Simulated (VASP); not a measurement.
Method: PBEsol GGA, VASP's PBE PAW potentials (set 64) (plane waves; VASP).

A VASP calculation is set up with these files.

POSCAR:
```
PbF2
2.9474530
  0.0000000000   0.9999998330   0.9999998330
  0.9999998330   0.0000000000   0.9999998330
  0.9999998330   0.9999998330   0.0000000000
Pb F
1 2
Cartesian
  0.9999998330   0.9999998330   0.0000000000
  0.4999999165   0.4999999165   0.4999999165
  1.4999997496   1.4999997496   1.4999997496
```

### INCAR
```
PREC=Accurate
LCHARG=F
ISMEAR=0   # Gaussian
GGA=PS   # PBEsol
LMAXMIX=4   # l cut-off of mixed one-centre charges
LASPH=T   # aspherical one-centre terms
EDIFF=1E-8   # SCF stop (eV)
LEPSILON=T
SIGMA=0.01   # width (eV)
ALGO=Normal   # blocked Davidson
ENCUT=520   # plane-wave cut-off (eV)
LREAL=F   # projection in real space or not
NELM=100
IBRION=8
SYSTEM=PbF2
NSW=1   # most ionic steps
LWAVE=F
```

KPOINTS:
```
Automatic mesh
0
Gamma
7 7 7
0 0 0
```

POTCAR, in this order: Pb_d F (PBE.64 set). Program: vasp_std.

The run wrote:

**OUTCAR**
```
 ion  position               nearest neighbor table
   1  0.000  0.000  0.000-   2 2.55   3 2.55   3 2.55   3 2.55   3 2.55   2 2.55   2 2.55   2 2.55
  LATTYP: Found a face centered cubic cell.
 ALAT       =     5.8949050158
 Subroutine PRICEL returns:
 Original cell was already a primitive cell.
 Subroutine GETGRP returns: Found 48 space group operations
The static configuration has the point symmetry O_h .
The dynamic configuration has the point symmetry O_h .
 Subroutine INISYM returns: Found 48 space group operations
 Subroutine IBZKPT returns following result:
 Found     20 irreducible k-points:

 Following reciprocal coordinates:
            Coordinates               Weight
  0.000000  0.000000  0.000000      1.000000
  0.142857  0.000000  0.000000      8.000000
  0.285714  0.000000  0.000000      8.000000
  0.428571  0.000000  0.000000      8.000000
  0.142857  0.142857  0.000000      6.000000
  0.285714  0.142857  0.000000     24.000000
  0.428571  0.142857  0.000000     24.000000
 -0.428571  0.142857  0.000000     24.000000
 -0.285714  0.142857  0.000000     24.000000
 -0.142857  0.142857  0.000000     12.000000
  0.285714  0.285714  0.000000      6.000000
  0.428571  0.285714  0.000000     24.000000
 -0.428571  0.285714  0.000000     24.000000
 -0.285714  0.285714  0.000000     12.000000
  0.428571  0.428571  0.000000      6.000000
 -0.428571  0.428571  0.000000     12.000000
  0.428571  0.285714  0.142857     24.000000
 -0.428571  0.285714  0.142857     48.000000
 -0.428571  0.428571  0.142857     24.000000
 -0.285714  0.428571  0.142857     24.000000
 Subroutine IBZKPT_HF returns following result:
   k-points           NKPTS =     20   k-points in BZ     NKDIM =     20   number of bands    NBANDS=     18
   number of dos      NEDOS =    301   number of ions     NIONS =      3
   total plane-waves  NPLWV =  32768
   dimension x,y,z NGX =    32 NGY =   32 NGZ =   32
   dimension x,y,z NGXF=    64 NGYF=   64 NGZF=   64
   ions per type =               1   2
   PREC   = accura    normal or accurate (medium, high low for compatibility)
   ISTART =      0    job   : 0-new  1-cont  2-samecut
   ICHARG =      2    charge: 1-file 2-atom 10-const
   ISPIN  =      1    spin polarized calculation?
   LNONCOLLINEAR =      F non collinear calculations
   LSORBIT =      F    spin-orbit coupling
   INIWAV =      1    electr: 0-lowe 1-rand  2-diag
   ENCUT  =  520.0 eV  38.22 Ry    6.18 a.u.   7.75  7.75  7.75*2*pi/ulx,y,z
   NELM   =    100;   NELMIN=  2; NELMDL= -5     # of ELM steps
   EDIFF  = 0.1E-07   stopping-criterion for ELM
   LREAL  =      F    real-space projection
   NLSPLINE    = F    spline interpolate recip. space projectors
   LMAXMIX     =    4 max onsite mixed and CHGCAR
   VOSKOWN=      0    Vosko Wilk Nusair interpolation
   EDIFFG = 0.1E-06   stopping-criterion for IOM
   NSW    =      1    number of steps for IOM
   NBLOCK =      1;   KBLOCK =      1    inner block; outer block
   IBRION =      8    ionic relax: 0-MD 1-quasi-New 2-CG
   NFREE  =      0    steps in history (QN), initial steepest desc. (CG)
   ISIF   =      2    stress and relaxation
   ISYM   =      2    0-nonsym 1-usesym 2-fastsym
   TEIN   =    0.0    initial temperature
   TEBEG  =    0.0;   TEEND  =   0.0 temperature during run
   SMASS  =  -3.00    Nose mass-parameter (am)
   PSTRESS=    0.0 pullay stress
   NELECT =      28.0000    total number of electrons
   EFERMI =   0.00;   METHOD = LEGACY
   ISMEAR =     0;   SIGMA  =   0.01  broadening in eV -4-tet -1-fermi 0-gaus
   IALGO  =     38    algorithm
   LDIAG  =      T    sub-space diagonalisation (order eigenvalues)
   IMIX   =      4    mixing-type and parameters
     AMIX     =   0.40;   BMIX     =  1.00
     AMIX_MAG =   1.60;   BMIX_MAG =  1.00
...
```

### OUTCAR
```


 HEAD OF MICROSCOPIC STATIC DIELECTRIC TENSOR (INDEPENDENT PARTICLE, excluding Hartree and local field effects)
 ------------------------------------------------------
           3.757393     0.000000     0.000000
           0.000000     3.757393    -0.000000
          -0.000000     0.000000     3.757393
 ------------------------------------------------------

 MACROSCOPIC STATIC DIELECTRIC TENSOR (including local field effects in DFT)
 ------------------------------------------------------
           3.399754    -0.000000     0.000000
          -0.000000     3.399754     0.000000
           0.000000    -0.000000     3.399754
 ------------------------------------------------------

 PIEZOELECTRIC TENSOR (including local field effects)  for field in x, y, z        (e  Angst)
          XX          YY          ZZ          XY          YZ          ZX
  --------------------------------------------------------------------------------
  x     0.00000     0.00000     0.00000     0.00000     0.00000     0.00000
  y     0.00000     0.00000     0.00000     0.00000     0.00000     0.00000
  z     0.00000     0.00000     0.00000     0.00000     0.00000     0.00000

 PIEZOELECTRIC TENSOR (including local field effects)  for field in x, y, z        (C/m^2)
          XX          YY          ZZ          XY          YZ          ZX
  --------------------------------------------------------------------------------
  x     0.00000     0.00000     0.00000     0.00000     0.00000     0.00000
  y     0.00000     0.00000     0.00000     0.00000     0.00000     0.00000
  z     0.00000     0.00000     0.00000     0.00000     0.00000     0.00000

 BORN EFFECTIVE CHARGES (including local field effects) (in |e|, cummulative output)
 ---------------------------------------------------------------------------------
 ion    1
    1     3.21360     0.00000     0.00000
    2     0.00000     3.21360     0.00000
    3     0.00000     0.00000     3.21360
 ion    2
    1    -1.60680     0.00000     0.00000
    2     0.00000    -1.60680     0.00000
    3     0.00000     0.00000    -1.60680
 ion    3
    1    -1.60680     0.00000     0.00000
    2     0.00000    -1.60680     0.00000
    3     0.00000     0.00000    -1.60680
```
(Selected blocks of OUTCAR.)

File OUTCAR:
```
 val. band max:        1.9301721312   @ k =  -0.2857   0.4286   0.1429

 cond. band min:       6.2716378079   @ k =   0.4286   0.4286   0.0000


 Fermi energy:         1.9957605828

 k-point     1 :       0.0000    0.0000    0.0000
  band No.  band energies     occupation
      1     -19.1730      2.00000
      2     -18.5013      2.00000
      3     -12.4448      2.00000
      4     -12.4448      2.00000
      5     -12.4448      2.00000
      6     -12.3733      2.00000
      7     -12.3733      2.00000
      8      -2.7711      2.00000
      9      -0.6452      2.00000
     10      -0.6452      2.00000
     11      -0.6452      2.00000
     12      -0.1399      2.00000
     13      -0.1399      2.00000
     14      -0.1399      2.00000
     15       8.6284      0.00000
     16       8.6284      0.00000
     17       8.6284      0.00000
     18      12.4899      0.00000

 k-point     2 :       0.1429    0.0000    0.0000
  band No.  band energies     occupation
      1     -19.1303      2.00000
      2     -18.5399      2.00000
      3     -12.4360      2.00000
      4     -12.4360      2.00000
      5     -12.3990      2.00000
      6     -12.3731      2.00000
      7     -12.3731      2.00000
      8      -3.1269      2.00000
      9      -0.8081      2.00000
     10      -0.6896      2.00000
     11      -0.6896      2.00000
     12      -0.1717      2.00000
     13      -0.1717      2.00000
     14       0.3992      2.00000
     15       7.9678      0.00000
     16       8.8014      0.00000
     17       8.8014      0.00000
     18      13.6326      0.00000

 k-point     3 :       0.2857    0.0000    0.0000
  band No.  band energies     occupation
      1     -19.0239      2.00000
      2     -18.6346      2.00000
      3     -12.4241      2.00000
      4     -12.4241      2.00000
      5     -12.3643      2.00000
      6     -12.3643      2.00000
      7     -12.2997      2.00000
      8      -3.7137      2.00000
      9      -1.0369      2.00000
...
```

Unless said otherwise, spin-orbit coupling is left out, though it shifts the bands of the heavy elements here.

The compound is PbF2 in the fluorite structure, the β form. It was relaxed first.
